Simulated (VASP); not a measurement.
Input:

```
Cu
1.0
    0.00000     1.81915     1.81915
    1.81915     0.00000     1.81915
    1.81915     1.81915     0.00000
Cu
1
Cartesian
  0.00000   0.00000   0.00000
```

Level of theory: PBE GGA with D3 dispersion (zero damping), VASP's PBE PAW potentials (set 64) (plane waves; VASP). Run with 520 eV cut-off, 17×17×17 Γ-centred mesh, first-order Methfessel-Paxton smearing of 0.10 eV, potentials Cu.

### Question
Give the stress tensor in GPa (positive for a compressed cell).

### Answer

```
-8.49   0.00   0.00
 0.00  -8.49   0.00
 0.00   0.00  -8.49
```
The pressure is its mean diagonal, -8.49 GPa.

The compound is Cu in the fcc structure. This cell is one point of a volume scan, at 1.06 of the reference volume.
